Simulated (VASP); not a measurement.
All values below come from PBE GGA with D3 dispersion (Becke-Johnson damping), VASP's PBE PAW potentials (set 64) (plane waves; VASP).

VASP ran on this input.

### KPOINTS
```
Regular mesh
0
G
 13 13 8
```

INCAR:
```
! general
SYSTEM  = Ho
PREC    = Accurate
ENCUT   = 520
LREAL   = F
LASPH   = T

! electronic loop
EDIFF   = 1E-7
NELM    = 100
ALGO    = Normal
LMAXMIX = 6

! smearing
ISMEAR  = -5

! functional
GGA     = PE
IVDW    = 12

! ions
ISIF    = 2

! output
LWAVE   = F
LCHARG  = T
LORBIT  = 11
NEDOS   = 601
```

**POSCAR**
```
Ho
1
    1.7807281895    -3.0843117522     0.0000000000
    1.7807281895     3.0843117522     0.0000000000
    0.0000000000     0.0000000000     5.4777452077
Ho
2
Direct
  0.3333330000   0.6666670000   0.2500000000
  0.6666670000   0.3333330000   0.7500000000
```

POTCAR, in this order: Ho_3 (PBE.64 set). Program: vasp_std.

Question: What will the output report for the number of irreducible k-points (NKPTS), largest plane-wave count, number of space-group operations, FFT grid (NGX, NGY, NGZ)?

Answer: 
- number of irreducible k-points (NKPTS): 105
- largest plane-wave count: 1646
- number of space-group operations: 24
- FFT grid (NGX, NGY, NGZ): 28 × 28 × 42

The compound is Ho in the hcp structure. It was relaxed first. The 4f electrons are frozen in the core of the lanthanide potential, so 4f levels, which can set the real gap, and their magnetism are missing.
